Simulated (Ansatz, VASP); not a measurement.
**One calculation of Si, two programs**

```
Si
1.0
    -3.32544    3.32544    1.92239
     3.32544   -3.32544    1.92239
     3.32544    3.32544   -1.92239
Si
4
Direct
  0.17880 0.17880 0.35760
  0.82120 0.82120 0.64240
  0.17880 0.82120 0.00000
  0.82120 0.17880 0.00000
```

This isn't the form of Si at room conditions, which is diamond.

Alike in both runs: task single point; functional LDA; k mesh 6 × 6 × 6; occupations gaussian, width 0.1 eV; no spin polarisation.

```csv
,VASP,Ansatz
version,VASP 6.6.1,Ansatz 0.2.0
potentials or method,"VASP PAW LDA potentials, release 64 (Si)","scalar-relativistic, plane waves, PAW"
plane-wave cutoff (eV),520,420
valence electrons in the cell,16,16
```

Ansatz gave:

| Item | Value |
| --- | --- |
| gap on the k mesh at the Fermi level (eV) | 0.18 |
| least direct gap on the mesh (eV) | 0.28 |
| pressure (GPa) | -1.8 |
| largest component of the traceless stress (GPa) | 0.05 |
| rms of the force components (eV/Å) | 0.013 |

What did VASP give for the same quantities?

gap on the k mesh at the Fermi level (eV): 0.18; least direct gap on the mesh (eV): 0.28; pressure (GPa): -1.8; largest component of the traceless stress (GPa): 0.07; rms of the force components (eV/Å): 0.012.

Atom by atom the forces differ by 0.002 eV/Å (rms over components).
